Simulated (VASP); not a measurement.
Output of a VASP run:

File OSZICAR:
```
       N       E                     dE             d eps       ncg     rms          rms(c)
DAV:   1     0.181614123393E+02    0.18161E+02   -0.26098E+03   328   0.465E+02
DAV:   2    -0.690407947781E+00   -0.18852E+02   -0.18707E+02   280   0.146E+02
DAV:   3    -0.110429203519E+01   -0.41388E+00   -0.41388E+00   432   0.148E+01
DAV:   4    -0.110902584176E+01   -0.47338E-02   -0.47338E-02   392   0.141E+00
DAV:   5    -0.110912920437E+01   -0.10336E-03   -0.10336E-03   440   0.906E-02    0.261E+00
DAV:   6    -0.110856996261E+01    0.55924E-03   -0.10111E-03   416   0.228E-01    0.157E+00
DAV:   7    -0.110833225515E+01    0.23771E-03   -0.24148E-03   376   0.368E-01    0.441E-02
DAV:   8    -0.110839271078E+01   -0.60456E-04   -0.96673E-05   400   0.116E-01    0.109E-02
DAV:   9    -0.110839568852E+01   -0.29777E-05   -0.61713E-06   416   0.161E-02    0.529E-03
DAV:  10    -0.110839578540E+01   -0.96880E-07   -0.15484E-06   328   0.107E-02
   1 F= -.11083958E+01 E0= -.11022019E+01  d E =-.123878E-01
```

**OUTCAR**
```
------------------------ aborting loop because EDIFF is reached ----------------------------------------
  FORCE on cell =-STRESS in cart. coord.  units (eV):
  Direction    XX          YY          ZZ          XY          YZ          ZX
  --------------------------------------------------------------------------------------
  Total       -0.3692264     -0.3692264     -0.3692264     -0.0000000     -0.0000000      0.0000000
  in kB       -7.3124962     -7.3124962     -7.3124962     -0.0000000     -0.0000000      0.0000000
  external PRESSURE =      -7.3124962 kB  Pullay stress =       0.0000000 kB
  volume of cell :       80.90
      direct lattice vectors                 reciprocal lattice vectors
    -2.724536000  2.724536000  2.724536000     0.000000000  0.183517487  0.183517487
     2.724536000 -2.724536000  2.724536000     0.183517487  0.000000000  0.183517487
     2.724536000  2.724536000 -2.724536000     0.183517487  0.183517487  0.000000000
 POSITION                                       TOTAL-FORCE (eV/Angst)
 -----------------------------------------------------------------------------------
      0.00000      0.00000      0.00000        -0.000000      0.000000      0.000000
 -----------------------------------------------------------------------------------
    total drift:                               -0.000000      0.000000      0.000000
  FREE ENERGIE OF THE ION-ELECTRON SYSTEM (eV)
  ---------------------------------------------------
  free  energy   TOTEN  =        -1.1083957854 eV

  energy  without entropy=       -1.0960079388  energy(sigma->0) =       -1.10220186
```
(Selected blocks of OUTCAR.)

POSCAR:
```
K
1
   -2.7245360000     2.7245360000     2.7245360000
    2.7245360000    -2.7245360000     2.7245360000
    2.7245360000     2.7245360000    -2.7245360000
K
1
Direct
  0.0000000000   0.0000000000   0.0000000000
```

Problem. Reconstruct the remaining input files.

Solution. This is not unique; one that fits is the input of the run itself, LDA (Ceperley-Alder, Perdew-Zunger), plane waves, VASP's LDA PAW potentials (set 64).

**INCAR**
```
! general
SYSTEM  =  K
PREC    =  Accurate
ENCUT   =  240
LREAL   =  .FALSE.
LASPH   =  .TRUE.

! electronic loop
EDIFF   =  1E-6
NELM    =  100
ALGO    =  Normal

! smearing
ISMEAR  =  0
SIGMA   =  0.1

! ions
ISIF    =  2

! output
LWAVE   =  .FALSE.
LCHARG  =  .FALSE.
```

**KPOINTS**
```
Automatic mesh
0
Gamma
6 6 6
0 0 0
```

POTCAR, in this order: K_sv (LDA.64 set). Program: vasp_std.

At this cut-off the stress carries a Pulay error, which pulls relaxed volumes low.

The structure comes from a computed database's K entry; how it stands against other phases isn't given here. The cell was not relaxed at this level. The run is one of a series of settings (ENCUT = 240, KPOINTS 6×6×6 Γ-centred mesh against the base run), some of them coarse on purpose.
